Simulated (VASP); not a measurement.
Runs of VASP 6.6.1 on MgO. It takes space group Fm-3m (No. 225, cubic). The conventional cell has a = 4.217 Å, b = 4.217 Å, c = 4.217 Å, α = 90.00°, β = 90.00°, γ = 90.00°. Mg (site symmetry m-3m) has 6 O at 2.11 Å as nearest neighbours. O (site symmetry m-3m) is surrounded by 6 Mg at 2.11 Å. 

```tsv
task	level	potentials or basis	cell	cutoff (eV)	gap on the mesh (eV)	pressure (GPa)
relaxation of cell and atoms	PBE	VASP PAW PBE potentials, release 64 (Mg, O)	relaxed	600	4.50	0.0
band structure	LDA	VASP PAW LDA potentials, release 64 (Mg, O)	Fm-3m, 9.56 Å³/atom	520	(a)	-11.0
band structure	PBE	VASP PAW PBE potentials, release 64 (Mg, O)	Fm-3m, 9.56 Å³/atom	520	4.50	0.2
band structure	r2SCAN	VASP PAW PBE potentials, release 64 (Mg, O)	Fm-3m, 9.56 Å³/atom	520	5.37	-5.7
band structure	TB-mBJ	VASP PAW PBE potentials, release 64 (Mg, O)	Fm-3m, 9.56 Å³/atom	520	(b)	-
```

Alike in all rows: no spin polarisation; k mesh 12 × 12 × 12; smearing gaussian 0.03 eV.

Problem. Fill in the values left out.

Solution. (a) 4.43; (b) 6.53.

Caveats: the PAW data sets were made with another functional, which shifts forces and pressure a little (some runs).

A k mesh can miss the band edges.
